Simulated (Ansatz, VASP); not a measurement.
KNaICl: VASP beside Ansatz

INCAR

```
SYSTEM = KNaICl
ALGO = Normal ; EDIFF = 1E-6
ENCUT = 520 ; GGA = CA
ISIF = 2 ; ISMEAR = 0
LASPH = .True. ; LCHARG = .False.
LREAL = .False. ; LWAVE = .False.
NBANDS = 23 ; NELM = 100
PREC = Accurate ; SIGMA = 0.05
```

The input KPOINTS:

```
k-points
0
Gamma
  6 6 4
  0 0 0
```

File POSCAR:

```
KNaICl
1.0
    4.0035430345      0.0000000000      0.0000000000
    0.0000000000      4.9540415696      0.0000000000
    0.0000000000      0.0000000000      6.0230159778
K Na I Cl
1 1 1 1
Direct
    0.5000000000      0.5000000000      0.5000000000
    0.0000000000      0.0000000000      0.0000000000
    0.5000000000      0.5000000000      0.0000000000
    0.0000000000      0.0000000000      0.5000000000
```

Input for Ansatz:

```yaml
crystal:
  lattice:
    - [4.0035430345, 0.0, 0.0]
    - [0.0, 4.9540415696, 0.0]
    - [0.0, 0.0, 6.0230159778]
  atoms:
    - { symbol: K, position: [0.5, 0.5, 0.5] }
    - { symbol: Na, position: [0.0, 0.0, 0.0] }
    - { symbol: I, position: [0.5, 0.5, 0.0] }
    - { symbol: Cl, position: [0.0, 0.0, 0.5] }
basis:
  ecutwfc: 520.0
kpoints:
  mp_grid: { grid: [6, 6, 4] }
hamiltonian:
  xc: lda
  pseudopotentials: { kind: paw }
scf:
  occupations: { method: gaussian, width: 0.05 }
output:
  forces: true
  stress: true
  eigenvalues: true
```

Change from the starting cell: strain +e along x and -e along y -0.1100, strain +e along z and -e/2 along x and y -0.0733.

Alike in both runs: task single point; functional LDA; k mesh 6 × 6 × 4; occupations gaussian, width 0.05 eV; no spin polarisation.

|  | VASP | Ansatz |
| --- | --- | --- |
| version | VASP 6.6.1 | Ansatz 0.2.0 |
| potentials or method | VASP PAW LDA potentials, release 64 (K_sv, Na_pv, I, Cl) | scalar-relativistic, plane waves, PAW |
| plane-wave cutoff (eV) | 520 | 520 |
| valence electrons in the cell | 30 | 42 |

Ansatz gave:

| Item | Value |
| --- | --- |
| gap on the k mesh at the Fermi level (eV) | 3.12 |
| least direct gap on the mesh (eV) | 3.12 |
| pressure (GPa) | 0.6 |
| largest component of the traceless stress (GPa) | 3.59 |

Problem. What did VASP give for the same quantities?

Solution. gap on the k mesh at the Fermi level (eV): 3.13; least direct gap on the mesh (eV): 3.13; pressure (GPa): 0.7; largest component of the traceless stress (GPa): 3.63.

The two sets of potentials don't hold the same shells in valence.

Caveats: spin-orbit coupling is left out, which moves the levels of the heavy elements. A k mesh can miss the band edges.
